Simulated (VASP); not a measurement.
Level of theory: rev-vdW-DF2, VASP's PBE PAW potentials (set 64) (plane waves; VASP 6.6.1).

A VASP calculation is set up with these files.

**INCAR**
```
SYSTEM = KF
PREC = Accurate
ENCUT = 520
EDIFF = 1E-7
NELM = 100
ALGO = Normal
LREAL = .FALSE.
LASPH = .TRUE.
ISMEAR = 0
SIGMA = 0.05
GGA = MK
PARAM1 = 0.1234568
PARAM2 = 0.7114
ZAB_VDW = -1.8867
LUSE_VDW = .TRUE.
AGGAC = 0.0
LWAVE = .FALSE.
LCHARG = .FALSE.
LORBIT = 11
ICHARG = 11
```

### POSCAR
```
KF
1
    0.0000000000     2.6707185568     2.6707185568
    2.6707185568    -0.0000000000     2.6707185568
    2.6707185568     2.6707185568    -0.0000000000
K F
1 1
Direct
  0.0000000000   0.0000000000   0.0000000000
  0.5000000000   0.5000000000   0.5000000000
```

File KPOINTS:
```
k-points along high-symmetry lines
15
Line-mode
Reciprocal
  0.000000   0.000000   0.000000 ! GAMMA
  0.500000   0.000000   0.500000 ! X

  0.500000   0.000000   0.500000 ! X
  0.625000   0.250000   0.625000 ! U

  0.375000   0.375000   0.750000 ! K
  0.000000   0.000000   0.000000 ! GAMMA

  0.000000   0.000000   0.000000 ! GAMMA
  0.500000   0.500000   0.500000 ! L

  0.500000   0.500000   0.500000 ! L
  0.500000   0.250000   0.750000 ! W

  0.500000   0.250000   0.750000 ! W
  0.500000   0.000000   0.500000 ! X
```

POTCAR, in this order: K_sv F (PBE.64 set). Program: vasp_std. Read from the step before: CHGCAR.

The run wrote:

### OSZICAR
```
       N       E                     dE             d eps       ncg     rms          rms(c)
DAV:   1     0.119164467174E+03    0.11916E+03   -0.84559E+03  2160   0.129E+03
DAV:   2     0.130352912921E+01   -0.11786E+03   -0.10789E+03  2608   0.325E+02
DAV:   3    -0.423668364776E+01   -0.55402E+01   -0.55045E+01  2776   0.664E+01
DAV:   4    -0.441812335863E+01   -0.18144E+00   -0.18131E+00  3448   0.106E+01
DAV:   5    -0.441942295326E+01   -0.12996E-02   -0.12996E-02  2728   0.101E+00
DAV:   6    -0.441945718437E+01   -0.34231E-04   -0.34231E-04  3276   0.920E-02
DAV:   7    -0.441945733694E+01   -0.15257E-06   -0.15257E-06  2808   0.994E-03
DAV:   8    -0.441945733827E+01   -0.13342E-08   -0.13292E-08  1932   0.851E-04
   1 F= -.44194573E+01 E0= -.44194573E+01  d E =-.502588E-18
```

OUTCAR:
```
 val. band max:       -3.0006562476   @ k =   0.0000   0.0000   0.0000

 cond. band min:       3.0545321211   @ k =   0.0000   0.0000   0.0000



 k-point     1 :       0.0000    0.0000    0.0000
  band No.  band energies     occupation
      1     -28.9591      2.00000
      2     -21.5062      2.00000
      3     -12.2688      2.00000
      4     -12.2688      2.00000
      5     -12.2688      2.00000
      6      -3.0007      2.00000
      7      -3.0007      2.00000
      8      -3.0007      2.00000
      9       3.0545      0.00000
     10       7.6416      0.00000
     11       7.6416      0.00000
     12       7.6416      0.00000

 k-point     2 :       0.0357    0.0000    0.0357
  band No.  band energies     occupation
      1     -28.9575      2.00000
      2     -21.5084      2.00000
      3     -12.2716      2.00000
      4     -12.2716      2.00000
      5     -12.2696      2.00000
      6      -3.0261      2.00000
      7      -3.0024      2.00000
      8      -3.0024      2.00000
      9       3.1039      0.00000
     10       7.5867      0.00000
     11       7.6759      0.00000
     12       7.6759      0.00000

 k-point     3 :       0.0714    0.0000    0.0714
  band No.  band energies     occupation
      1     -28.9527      2.00000
      2     -21.5128      2.00000
      3     -12.2796      2.00000
      4     -12.2796      2.00000
      5     -12.2728      2.00000
      6      -3.0961      2.00000
      7      -3.0074      2.00000
      8      -3.0074      2.00000
      9       3.2470      0.00000
     10       7.4328      0.00000
     11       7.7779      0.00000
     12       7.7779      0.00000

 k-point     4 :       0.1071    0.0000    0.1071
  band No.  band energies     occupation
      1     -28.9451      2.00000
      2     -21.5189      2.00000
      3     -12.2925      2.00000
      4     -12.2925      2.00000
      5     -12.2812      2.00000
      6      -3.1946      2.00000
      7      -3.0150      2.00000
...
```

The density is held fixed in this step, so its total energy and stress have no physical meaning.

The compound is KF in the rock salt structure. It was relaxed first.
